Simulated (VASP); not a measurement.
Computed with PBEsol GGA, VASP's PBE PAW potentials (set 64) (plane waves; VASP).

Input for VASP

**INCAR**
```
SYSTEM  =  P
PREC  =  Accurate; ENCUT  =  400; LREAL  =  .False.
LASPH  =  .True.; ICHARG  =  11
EDIFF  =  1E-7; NELM  =  100; ALGO  =  Normal
ISMEAR  =  0; SIGMA  =  0.05
GGA  =  PS
LWAVE  =  .False.; LCHARG  =  .False.; LORBIT  =  11
```

### POSCAR
```
P
1
    3.2406739091    -0.0000000644     0.0000000000
   -1.6203365477     2.8065060463     0.0000000000
    0.0000000000     0.0000000000    11.3740216530
P
4
Direct
  0.3333330000   0.6666670000   0.0544764223
  0.6666670000   0.3333330000   0.5544764223
  0.6666670000   0.3333330000   0.9455235777
  0.3333330000   0.6666670000   0.4455235777
```

KPOINTS:
```
k-points along high-symmetry lines
10
Line-mode
Reciprocal
  0.000000   0.000000   0.000000 ! GAMMA
  0.500000   0.000000   0.000000 ! M

  0.500000   0.000000   0.000000 ! M
  0.333333   0.333333   0.000000 ! K

  0.333333   0.333333   0.000000 ! K
  0.000000   0.000000   0.000000 ! GAMMA

  0.000000   0.000000   0.000000 ! GAMMA
  0.000000   0.000000   0.500000 ! A

  0.000000   0.000000   0.500000 ! A
  0.500000   0.000000   0.500000 ! L

  0.500000   0.000000   0.500000 ! L
  0.333333   0.333333   0.500000 ! H

  0.333333   0.333333   0.500000 ! H
  0.000000   0.000000   0.500000 ! A

  0.500000   0.000000   0.500000 ! L
  0.500000   0.000000   0.000000 ! M

  0.333333   0.333333   0.500000 ! H
  0.333333   0.333333   0.000000 ! K
```

POTCAR, in this order: P (PBE.64 set). Program: vasp_std. Read from the step before: CHGCAR.

What VASP printed:

OSZICAR:
```
       N       E                     dE             d eps       ncg     rms          rms(c)
DAV:   1     0.701580717887E+02    0.70158E+02   -0.69813E+03  2520   0.940E+02
DAV:   2    -0.156583003430E+02   -0.85816E+02   -0.82144E+02  3326   0.164E+02
DAV:   3    -0.209266010627E+02   -0.52683E+01   -0.52114E+01  3330   0.455E+01
DAV:   4    -0.210182230691E+02   -0.91622E-01   -0.91532E-01  3416   0.678E+00
DAV:   5    -0.210215738117E+02   -0.33507E-02   -0.33500E-02  3562   0.102E+00
DAV:   6    -0.210216552195E+02   -0.81408E-04   -0.81401E-04  3666   0.171E-01
DAV:   7    -0.210216573034E+02   -0.20839E-05   -0.20838E-05  3550   0.223E-02
DAV:   8    -0.210216573973E+02   -0.93869E-07   -0.93867E-07  2992   0.393E-03
   1 F= -.21021657E+02 E0= -.21021657E+02  d E =-.416068E-14
```

OUTCAR:
```
 val. band max:        2.5016639921   @ k =   0.1481   0.1481   0.0000

 cond. band min:       3.9000223989   @ k =   0.3333   0.0000   0.0000



 k-point     1 :       0.0000    0.0000    0.0000
  band No.  band energies     occupation
      1     -12.1722      2.00000
      2     -12.1583      2.00000
      3      -4.5027      2.00000
      4      -4.2520      2.00000
      5       1.1207      2.00000
      6       2.1467      2.00000
      7       2.1468      2.00000
      8       2.1523      2.00000
      9       2.1524      2.00000
     10       2.2271      2.00000
     11       6.1703      0.00000
     12       6.1839      0.00000
     13       6.1864      0.00000
     14       6.2187      0.00000

 k-point     2 :       0.0556    0.0000    0.0000
  band No.  band energies     occupation
      1     -12.1209      2.00000
      2     -12.1070      2.00000
      3      -4.4637      2.00000
      4      -4.2146      2.00000
      5       1.1576      2.00000
      6       1.6902      2.00000
      7       1.7012      2.00000
      8       2.0218      2.00000
      9       2.0276      2.00000
     10       2.2527      2.00000
     11       6.0193      0.00000
     12       6.0536      0.00000
     13       6.3306      0.00000
     14       6.3499      0.00000

 k-point     3 :       0.1111    0.0000    0.0000
  band No.  band energies     occupation
      1     -11.9672      2.00000
      2     -11.9533      2.00000
      3      -4.3521      2.00000
      4      -4.1088      2.00000
      5       0.6872      2.00000
      6       0.7081      2.00000
      7       1.2647      2.00000
      8       1.7084      2.00000
      9       1.7146      2.00000
     10       2.3229      2.00000
     11       5.6254      0.00000
     12       5.6801      0.00000
     13       6.7230      0.00000
     14       6.7473      0.00000

 k-point     4 :       0.1667    0.0000    0.0000
  band No.  band energies     occupation
      1     -11.7124      2.00000
...
```

The density is held fixed in this step, so its total energy and stress have no physical meaning.

The structure was generated: P was put into the lonsdaleite type (P6_3/mmc), which need not be its known phase. It was relaxed first, which changed the volume by +67 %.
